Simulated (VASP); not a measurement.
Given:

```yaml
crystal:
  lattice:
    - [2.89868, 0.00000, 0.00000]
    - [0.00000, 2.89868, 0.00000]
    - [0.00000, 0.00000, 2.89868]
  atoms:
    - { symbol: Ga, position: [0.50000, 0.50000, 0.50000] }
    - { symbol: Co, position: [0.00000, 0.00000, 0.00000] }
```

Calculation: vdW-DF-cx, VASP's PBE PAW potentials (set 64) (plane waves; VASP 6.6.1). Numerical set-up: 520 eV cut-off, 13×13×13 Γ-centred mesh, first-order Methfessel-Paxton smearing of 0.10 eV, potentials Ga_d Co.

Question: Give the stress tensor in GPa (positive for a compressed cell).

Answer: 
```
-9.96   0.00   0.00
 0.00  -9.96   0.00
 0.00   0.00  -9.96
```
The pressure is its mean diagonal, -9.96 GPa.

The compound is CoGa in the CsCl type structure. This cell is one point of a volume scan, at 1.06 of the reference volume. The run is not spin-polarised, so no magnetic state was tried.
